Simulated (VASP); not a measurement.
AlN (wurtzite): the LDA mean ε∞ (DFPT) against the volume, with shape and ions relaxed at each volume; LDA's own equilibrium is at 10.248 Å³/atom. VASP (PAW), 520 eV cut-off, 10×10×6 Γ-centred mesh, Gaussian smearing of 0.010 eV, potentials Al N.  Fit the value as a straight line in ln V.

```tsv
V (Å³/atom)	LDA mean ε∞ (DFPT)
9.018	4.30
9.326	4.34
9.633	4.38
9.941	4.43
10.248	4.48
10.555	4.53
```

Q: Fit the rows as the text says and predict the value at 10.863.

A: The slope against ln V is 1.47. The line misses the rows by up to 0.01 and gives 4.57 at 10.863. The run gave 4.59, +0.02 from the line.

Left out are failed runs and those whose mesh is unfit for this quantity.

The compound is AlN in the wurtzite structure.
